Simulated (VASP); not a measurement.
KI (rock salt) relaxed at rising pressure, in one space group throughout; other phases were not tried. The pressures are those reached. Method: PBEsol GGA, VASP's PBE PAW potentials (set 64) (plane waves; VASP 6.6.1).

```
P (GPa)  V (Å³/atom)  k-mesh
-------  -----------  ------
-0.02         43.248   7×7×7
4.93          34.318   7×7×7
10.02         30.489   7×7×7
19.96         26.441   8×8×8
29.94         24.033   8×8×8
```

A change of mesh leaves a small step in the series.

**Question.** Fit an equation of state and predict the volume at 45.12 GPa.

**Answer.** Least squares on the third-order Birch-Murnaghan form, P = (3B0/2)(y⁷ − y⁵)[1 + (3/4)(B′ − 4)(y² − 1)] with y = (V0/V)^(1/3), gives V0 = 43.085 Å³/atom, B0 = 13 GPa and B′ = 4.7, and so 21.698 Å³/atom. The run gave 21.634 Å³/atom, -0.3 % from the fit.

Pressures at which the relaxation failed are left out.

The compound is KI in the rock salt structure.
